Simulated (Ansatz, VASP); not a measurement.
# Ce: VASP beside Ansatz, part 2 of 2

One calculation is typed for both programs; each brings its own data sets and cutoff. How far apart do they land? The cell is taken from a series of VASP runs on this material, whose earlier steps may have relaxed, scaled or displaced it; both programs get it as it stands.

VASP 6.6.1 and Ansatz 0.2.0.

So far: Set-up; VASP: relaxation of cell and atoms, r2SCAN.

In doubt: a part-filled 4f shell, where there is one, can sit in one of many states, so energies may not be the lowest and differences between runs may mislead; derivatives with an open 4f shell can jump between states, which bears on forces and vibrations.

## (3) Ansatz: relaxation of cell and atoms, r2SCAN

Level of this step: Ansatz beside VASP: Kohn-Sham DFT, plane waves, r2SCAN (Ansatz).

Ansatz runs on its default PAW (the set named soft_2) files.

The same cell, functional, mesh and smearing now go to Ansatz, which takes its cutoff from its data sets.

The input, input.yaml:

```yaml
crystal:
  lattice:
    - [0.0, 2.3276225023, 2.3276225023]
    - [2.3276225023, 0.0, 2.3276225023]
    - [2.3276225023, 2.3276225023, 0.0]
  atoms:
    - { symbol: Ce, position: [0.0, 0.0, 0.0] }
hamiltonian:
  xc: r2scan
  pseudopotentials: { kind: paw }
magnetization:
  spin_polarized: true
kpoints:
  mp_grid: { grid: [16, 16, 16] }
scf:
  occupations: { method: methfessel_paxton, width: 0.15 }
relax:
  f_tol: 0.01
  max_steps: 60
  cell: { stress_tol: 0.05 }
output:
  forces: true
  stress: true
  write_density: true
  write_potential: true
  elf: true
  volumetric_format: npy
```

The run is started by

```
> ansatz run input.yaml --threads 4 --pin off --max-ram 9216MiB --backend cpu --events-out ev --progress --plain --runs-dir out
```

Numbers of over 12 decimals in the logs are rounded to 6 here.

Output:

```text
band count auto-derived: 16 (N_el = 12.0; filled up to band 6; 11 by the electrons, moments and atoms)
Engine: ansatz 0.2.0, aarch64-unknown-linux-gnu
Pseudopotentials: kind: paw
Pseudopotential: Ce, paw, valence charge 12, recommended cutoff 500 eV (meta_gga), Ce.paw.azcp
Functional definition: r2SCAN
  parameter k0 = 0.174
  parameter k1 = 0.065
  parameter a1 = 4.9479
  exchange = r2scan_x(k0 = k0, k1 = k1, a1 = a1)
  correlation = r2scan_c
Crystal: 1 atoms, lattice volume = 25.221 Å³
Basis set: ecut = 500 eV, 645 PW (Γ), exchange–correlation on 100×100×100 points (64 copies of the dense FFT grid, shifted against one another)
Bands: 16, of which v1, the nominal top of the filled ones, is band 6 counted from 1 (5 counted from 0)
Symmetry: 48 space group operations
Space group: Fm-3m (ITA 225), of the structure as read, at distance tolerance 2.9e-5 Å
k-points: 145 of 4096
Non-local potential: Ce, projectors of the file, l = 0: 3, l = 1: 2, l = 2: 2, l = 3: 3
PAW form: soft (Blöchl's): semilocal exchange-correlation on the pseudo side does not see the compensation charge
PAW frozen core: Ce, regenerated for the run's functional (the file was generated under x = pbe(κ = 0.804, μ = 0.219515), c = pbe(β = 0.066725))
PAW one-centre angular grid: Ce, 2702 points (default); XC on 160 Gauss nodes
Initial density: superposition of atomic densities (chi_scale 0.1, normalization cell)
Starting moments: Σ|m| = 2 μB in the open shells of 1 of 1 site, parallel; the input types none
Initial wavefunctions: pseudopotential atomic-orbital guess
Functional: x = r2scan, c = r2scan; τ floored in thin density (d = 2e-4 eV/Å³)
SCF iter   1: F=—  HF=-6590.416412 eV  |F-HF|=—  |Δ(HF+E_count)|=         —  Δρ=1.27e-1 (↑1.27e-1 ↓1.06e-1)  dr2=6.91e0  dr2_τ=4.01e-2  dr2_m=5.25e-1  M=0.575 μB ∫|m|=0.575 μB  β_m=0.30  ethr=3.10e-3  ⟨swp⟩=5.2  Hψ=23493  notcnv=0
preconditioner: auto → none  [metal: Δε(μ)=0.004 eV  Ē_g=14.046 eV  σ=0.150 eV  W_gap=0.02  n_scr=8 (ndim 8)  ℏωp=23.4 eV  f_vac=0.003  D(μ)=1.56/eV (n_scr^D=14)  sad-step TF]
SCF iter   2: F=—  HF=-6589.871814 eV  |F-HF|=—  |Δ(HF+E_count)|=   5.45e-1  Δρ=8.81e-2 (↑8.81e-2 ↓7.61e-2)  dr2=3.10e0  dr2_τ=3.18e-2  dr2_m=2.84e-1  M=0.469 μB ∫|m|=0.469 μB  β_m=0.60  ethr=3.10e-3  ⟨swp⟩=3.1  Hψ=13243  notcnv=0  defer=430
SCF iter   3: F=—  HF=-6589.495804 eV  |F-HF|=—  |Δ(HF+E_count)|=   3.76e-1  Δρ=1.13e-2 (↑8.89e-3 ↓1.13e-2)  dr2=1.52e-2  dr2_τ=1.11e-3  dr2_m=1.17e-2  M=0.180 μB ∫|m|=0.180 μB  β_m=0.80  ethr=3.10e-3  ⟨swp⟩=4.0  Hψ=13649  notcnv=0  defer=430
SCF iter   4: F=—  HF=-6589.634282 eV  |F-HF|=—  |Δ(HF+E_count)|=   1.38e-1  Δρ=6.70e-3 (↑4.53e-3 ↓6.70e-3)  dr2=2.87e-2  dr2_τ=1.61e-4  dr2_m=1.20e-3  M=0.084 μB ∫|m|=0.084 μB  β_m=0.89  ethr=1.27e-4  ⟨swp⟩=2.7  Hψ=10703  notcnv=0  defer=425
SCF iter   5: F=—  HF=-6589.693273 eV  |F-HF|=—  |Δ(HF+E_count)|=   5.90e-2  Δρ=1.37e-3 (↑1.37e-3 ↓1.36e-3)  dr2=3.51e-4  dr2_τ=1.55e-4  dr2_m=2.21e-4  M=0.038 μB ∫|m|=0.038 μB  β_m=0.95  ethr=1.27e-4  ⟨swp⟩=2.6  Hψ=9216  notcnv=0  defer=425
SCF iter   6: F=—  HF=-6589.703942 eV  |F-HF|=—  |Δ(HF+E_count)|=   1.07e-2  Δρ=1.55e-3 (↑9.17e-4 ↓1.55e-3)  dr2=1.14e-3  dr2_τ=5.12e-6  dr2_m=4.16e-5  M=0.015 μB ∫|m|=0.016 μB  β_m=0.95  ethr=2.92e-6  ⟨swp⟩=2.0  Hψ=8602  notcnv=0  defer=416
SCF iter   7: F=—  HF=-6589.709079 eV  |F-HF|=—  |Δ(HF+E_count)|=   5.14e-3  Δρ=2.15e-4 (↑2.15e-4 ↓1.78e-4)  dr2=2.85e-5  dr2_τ=6.76e-7  dr2_m=3.25e-6  M=-0.003 μB ∫|m|=0.004 μB  β_m=0.97  ethr=2.92e-6  ⟨swp⟩=3.1  Hψ=10227  notcnv=0  defer=423
SCF iter   8: F=—  HF=-6589.699343 eV  |F-HF|=—  |Δ(HF+E_count)|=         —  Δρ=2.63e-4 (↑2.18e-4 ↓2.63e-4)  dr2=3.89e-5  dr2_τ=1.36e-7  dr2_m=2.96e-7  M=-0.000 μB ∫|m|=0.001 μB  β_m=0.97  ethr=2.38e-7  ⟨swp⟩=2.0  Hψ=6654  notcnv=0  defer=422
Mixer restart at iter 8: flushing history
iteration 8: the input's own smearing fills from here on; a Gaussian of 0.15 eV has filled iterations ahead of it
SCF iter   9: F=—  HF=-6589.699458 eV  |F-HF|=—  |Δ(HF+E_count)|=   1.16e-4  S|Δr|=    0.00e0  Δρ=8.63e-4 (↑8.63e-4 ↓8.23e-4)  dr2=6.50e-4  dr2_τ=5.43e-7  dr2_m=1.12e-7  M=0.000 μB ∫|m|=0.001 μB  β_m=0.44  ethr=2.38e-7  ⟨swp⟩=2.0  Hψ=6191  notcnv=0  defer=422  recentre
SCF iter  10: F=—  HF=-6589.699354 eV  |F-HF|=—  |Δ(HF+E_count)|=   1.04e-4  S|Δr|=    0.00e0  Δρ=1.83e-4 (↑1.44e-4 ↓1.83e-4)  dr2=1.96e-5  dr2_τ=4.31e-8  dr2_m=1.61e-7  M=-0.000 μB ∫|m|=0.001 μB  β_m=0.43  ethr=2.38e-7  ⟨swp⟩=2.0  Hψ=6181  notcnv=0  defer=422
SCF iter  11: F=—  HF=-6589.699356 eV  |F-HF|=—  |Δ(HF+E_count)|=   2.67e-6  S|Δr|=    0.00e0  Δρ=3.30e-5 (↑1.93e-5 ↓3.30e-5)  dr2=1.28e-7  dr2_τ=1.95e-9  dr2_m=7.66e-8  M=0.000 μB ∫|m|=0.001 μB  β_m=0.79  ethr=1.64e-7  ⟨swp⟩=1.6  Hψ=4591  notcnv=0  defer=418
iter 12 did not close the SCF: its close was put off for a magnetic moment that had not settled (scf_convergence_deferred on its scf_iter line)
SCF iter  12: F=-6589.699357 eV  HF=-6589.699357 eV  |F-HF|=5.66e-9  |Δ(HF+E_count)|=   9.65e-7  S|Δr|=    0.00e0  Δρ=1.56e-5 (↑1.56e-5 ↓4.48e-6)  dr2=2.52e-8  dr2_τ=1.25e-9  dr2_m=2.14e-8  M=0.000 μB ∫|m|=0.000 μB  β_m=0.89  ethr=8.33e-10  ⟨swp⟩=3.0  Hψ=8963  notcnv=0
[...]
WARN: the input gives no starting moments: this run first made a single point of its starting geometry. This run's own SCFs start from that state's density, with no starting moments from it. Of the state that the single point found these notices stand: seeded_moment_not_kept, stability_check_not_made.
Initial density: read from a saved state, or passed on in memory by an earlier SCF of this step, an earlier step, the calling program or the single point that the run made first
Stability of the state it starts from, as read at its close in the collinear treatment: not read, because cold or Methfessel-Paxton smearing, or corrected tetrahedra, fill the levels in a way that the test cannot read (fill_not_monotonic); nothing settles its magnetic order
iter 1 solved again at ethr=1.81e-8 eV; its pass at ethr=3.10e-3 eV (dr2=2.17e-6 eV) is discarded
SCF iter   1: F=—  HF=-6589.699357 eV  |F-HF|=—  |Δ(HF+E_count)|=         —  Δρ=5.41e-7 (↑4.92e-7 ↓5.41e-7)  dr2=1.77e-10  dr2_τ=4.09e-12  dr2_m=1.03e-12  M=0.000 μB ∫|m|=0.000 μB  β_m=0.30  ethr=1.81e-8  ⟨swp⟩=4.0  Hψ=38202  notcnv=0
preconditioner: auto → none  [metal: Δε(μ)=0.001 eV  Ē_g=13.441 eV  σ=0.150 eV  W_gap=0.01  n_scr=8 (ndim 8)  ℏωp=23.4 eV  f_vac=0.006  D(μ)=1.71/eV (n_scr^D=14)]
SCF iter   2: F=-6589.699357 eV  HF=-6589.699357 eV  |F-HF|=4.60e-10  |Δ(HF+E_count)|=  3.71e-10  S|Δr|=    0.00e0  Δρ=7.94e-7 (↑7.94e-7 ↓7.32e-7)  dr2=5.06e-10  dr2_τ=1.33e-12  dr2_m=8.24e-13  M=0.000 μB ∫|m|=0.000 μB  ethr=1.48e-12  ⟨swp⟩=7.8  Hψ=17572  notcnv=0
SCF 2 converged in 2 iterations: F = -6589.699357 eV  dr2 = 5.06e-10
relax step   1: F+E_penalty+E_count = -6589.69935748 eV  Δ(F+E_penalty+E_count) = +0.000e0 eV  max|allowed force component| = 0.000e0 eV/Å  Δτ_max = 0.0000 Å  P = +0.266 GPa  Ω = 25.221 Å³  (2 SCF iters, dr2 threshold 1.00e-7 eV, accepted)
[...]
relax step   2: F+E_penalty+E_count = -6589.69944253 eV  Δ(F+E_penalty+E_count) = -8.505e-5 eV  max|allowed force component| = 0.000e0 eV/Å  Δτ_max = 0.0000 Å  P = +0.006 GPa  Ω = 25.365 Å³  energy of the carried Pulay correction = -3.636e-5 eV  (7 SCF iters, dr2 threshold 1.00e-7 eV, accepted)
[...]
relax step   3: F+E_penalty+E_count = -6589.69948283 eV  Δ(F+E_penalty+E_count) = -4.030e-5 eV  max|allowed force component| = 0.000e0 eV/Å  Δτ_max = 0.0000 Å  P = +0.006 GPa  Ω = 25.365 Å³  stress off target by 6.41e-3 GPa  SCF on the basis re-selected at this cell (its energy is not comparable with the rows above)  (6 SCF iters)
basis re-selected at this cell: Δ(F+E_penalty+E_count) = -4.030e-5 eV, ΔP = +0.000 GPa vs the last step (what re-selecting the basis moved, of the pressure what is left beyond the Pulay correction that the steps carried, after the strain that the cell walked since its last selection, with what the two solves' SCF thresholds leave and, on support functions, any second-order correction that the steps lacked; it is no measure of the basis error at this ecutwfc). This SCF's stress stands 6.41e-3 GPa from its target on what of the cell is left free (relax.cell.stress_tol is 5.00e-2 GPa) and its largest allowed force component is 0.00e0 eV/Å (relax.f_tol is 1.00e-2 eV/Å): [rest of the remark cut]
SCF converged after 6 iterations
Stability not checked: this state was not tested for a lower state beside it, because cold or Methfessel-Paxton smearing, or corrected tetrahedra, fill the levels in a way that the test cannot read (fill_not_monotonic; see scf.lower_state_search)
Magnetization: 0.0000 μB (6.0000 up, 6.0000 down)
Absolute magnetization: 0.0000 μB (∫|ρ↑−ρ↓|, with the PAW one-centre terms)
Spin contamination: 0.0000 ħ² per cell (⟨S²⟩ above its minimum at these occupations)
Per-site moments (μB) at R_I (Å): [(9.37254367192554e-8, 1.360429)]
Free energy (F): -6589.699483 eV
Harris-Foulkes:  -6589.699483 eV  (|F-HF|=9.09e-13)
Internal energy: -6589.700101 eV  (E = F + TS)
E sigma→0 (E₀):  -6589.699637 eV
Entropy (-TS):   0.000618 eV (0.618 meV/atom)
Fermi energy:    17.369050 eV
Step filling:    the computed levels leave a gap of 0.0000 eV = 0.0 smearing widths at the electron count; against every level under it full and every level over it empty, smearing changes F+E_penalty+E_count by -0.619 meV and its σ→0 estimate by -0.774 meV
--- Per-component energies (eV) ---
  E_band       = 23.482233
  E_kinetic    = 377.046402
  E_local      = -281.588774  (includes V_loc(G=0)·N_el)
  E_nonlocal   = -46.378071
  E_hartree    = 96.913818
  E_xc         = -221.224422
  E_vxc        = -281.217730  (∫ρ·V_xc dr)
  E_paw        = -5495.388396  (= ΣΔE_a)
  E_vpaw       = 46.579318  (= ΣTr[D̂ρ^β])
  E_aug_tail   = 0.000000  (compensation charges beyond the density's cutoff)
  E_vtau       = 15.213453  (kinetic-family band-sum trace: ∫τ·v_τ [+ j·A + Jᵃ·Aᵃ] dr)
  E_ewald      = -1019.163035
  E_core_change = 0.082377  (= ΣΔE_core)
  E_smearing   = 0.000618  (= −TS)
  E_closure    = -0.000000  (closes the sum)
  Σ components = -6589.699483   (vs F -6589.699483, Δ=0.00e0)
--- Forces (eV/Å), atoms counted from 1 ---
  atom   1  Ce     0.00000000    -0.00000000    -0.00000000
  max |Σ_I F_I| component: 6.16e-33 eV/Å
--- Stress (GPa, compression-positive) ---
        0.006414      -0.000000      -0.000000
       -0.000000       0.006414      -0.000000
       -0.000000      -0.000000       0.006414
  P = ⅓ Tr σ = 0.0064 GPa (0.064 kbar)
--- Band table (eV; the first three rows and the last of 290) ---
  k-point 0 ↑: bands = [... 2 lower, 0.6323, 0.6323, 14.5435, 16.9690, 17.7662, 17.7662, 17.7662, 18.7588, ... 6 higher]
  k-point 1 ↑: bands = [... 2 lower, 0.6159, 0.6159, 14.7393, 16.9095, 17.7471, 17.7728, 17.7728, 18.5977, ... 6 higher]
  k-point 2 ↑: bands = [... 2 lower, 0.5697, 0.5697, 15.2292, 16.7998, 17.6913, 17.7932, 17.7932, 18.4072, ... 6 higher]
  k-point 144 ↓: bands = [... 2 lower, -1.5670, -0.6682, 15.8706, 17.3732, 17.3732, 17.7244, 18.1950, 18.1950, ... 6 higher]
--- Relaxed structure (2 steps of the walk, 2 accepted, 1 SCFs on fresh bases) ---
  F+E_penalty+E_count = -6589.69948283 eV   max|allowed force component| = 0.000e0 eV/Å   (the final SCF, on the basis selected at the relaxed cell)
  cell:  # Å, volume = 25.3653 Å³
    - [0, 2.332045, 2.332045]
    - [2.332045, 0, 2.332045]
    - [2.332045, 2.332045, 0]
  atoms:
    - { symbol: Ce, position: [0.0, 0.0, 0.0] }
```

Run time: 20 s. Hardware: 4 threads of Arm Neoverse V1, shared host; peak memory 0.58 GiB; 73 s of CPU time.

## (4) Differences

Known differences besides the potentials themselves: VASP keeps PBE cores, Ansatz makes them for the functional; both relaxations stop at a tolerance, which leaves soft axes loose, and VASP keeps its plane-wave basis; the cutoff is 500 eV in Ansatz and 520 eV in VASP; Ansatz adds a Pulay correction to the stress that steers its cell, VASP none. Total energies have different zeros and are not compared.

The two programs side by side:

```csv
quantity,Ansatz,VASP,difference
volume (Å³),25.37,25.22,+0.57 %
"edge a after relaxation, in the typed setting (Å)",3.298,3.292,+0.19 %
```

The walks stopped with 0.01 GPa left in Ansatz and -0.01 GPa in VASP; each walk ends within a tolerance, so the volume difference is uncertain by about these residues over the bulk modulus, most in soft cells.

## (5) Outcome

```
difference in volume (relaxation of cell and atoms, r2SCAN) : 0.57 %
```

What this shows: The difference in volume is 0.57 % (relaxation of cell and atoms, r2SCAN), within the 1.2 % picked in this series as the mark of a large difference, as far as the stopping tolerances let one tell. How closely two codes agree says nothing of how well the functional describes the real material.

[Lines on the potential files, build, host, timing and source positions are cut from VASP's logs without a mark.]

[Logs are printed without paths, hosts, clocks, repeated set-up lines and the standing remarks that a program may print on its own settings, such as how far it seeks lower states.]

[Hosts, paths, dates, database ids (printed as entryN), source tags and the programs' standing remarks are cut or masked in the printed files.]
